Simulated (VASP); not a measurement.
OSZICAR of a VASP run on TiO2 (space group I4/m):

OSZICAR:
```
       N       E                     dE             d eps       ncg     rms          rms(c)
DAV:   1     0.151606194238E+04    0.15161E+04   -0.48679E+04  4176   0.196E+03
DAV:   2     0.178614129388E+03   -0.13374E+04   -0.12823E+04  4238   0.609E+02
DAV:   3    -0.119221802051E+03   -0.29784E+03   -0.28973E+03  5366   0.247E+02
DAV:   4    -0.141960603828E+03   -0.22739E+02   -0.22701E+02  6088   0.741E+01
DAV:   5    -0.143341721686E+03   -0.13811E+01   -0.13806E+01  6296   0.150E+01    0.482E+01
DAV:   6    -0.113185288586E+03    0.30156E+02   -0.22624E+02  6009   0.103E+02    0.196E+01
DAV:   7    -0.112282532309E+03    0.90276E+00   -0.41612E+01  5886   0.354E+01    0.123E+01
DAV:   8    -0.112015352449E+03    0.26718E+00   -0.62033E+00  5699   0.167E+01    0.426E+00
DAV:   9    -0.111918615091E+03    0.96737E-01   -0.15453E+00  5904   0.787E+00    0.146E+00
DAV:  10    -0.111948893008E+03   -0.30278E-01   -0.23607E-01  5601   0.265E+00    0.934E-01
DAV:  11    -0.111938416475E+03    0.10477E-01   -0.53817E-02  5784   0.145E+00    0.252E-01
DAV:  12    -0.111938573731E+03   -0.15726E-03   -0.14958E-02  5639   0.586E-01    0.144E-01
DAV:  13    -0.111938487501E+03    0.86231E-04   -0.11885E-03  5704   0.214E-01    0.732E-02
DAV:  14    -0.111938517304E+03   -0.29804E-04   -0.51971E-04  5488   0.102E-01    0.234E-02
DAV:  15    -0.111938536587E+03   -0.19283E-04   -0.50223E-05  5336   0.395E-02    0.840E-03
DAV:  16    -0.111938540685E+03   -0.40974E-05   -0.30860E-05  5270   0.293E-02    0.792E-03
DAV:  17    -0.111938540424E+03    0.26084E-06   -0.63915E-06  4680   0.140E-02
   1 F= -.11193854E+03 E0= -.11193854E+03  d E =-.111939E+03
```

Task: Which electronic solver shows in the log?

Result: It is blocked Davidson (ALGO = Normal, or the opening steps of other solvers). The INCAR had ALGO = Normal.

Task: Can the final energy be trusted as converged?

Result: Self-consistency was reached. It stopped with EDIFF = 1E-6, NELM = 100, NSW = 60 and EDIFFG = -0.02 after 1 ionic step (PBEsol GGA, plane waves, VASP's PBE PAW potentials (set 64)).

The structure comes from a computed database's TiO2 entry (I4/m); how it stands against other phases isn't given here. It was relaxed first. The start is the result of an earlier pass.
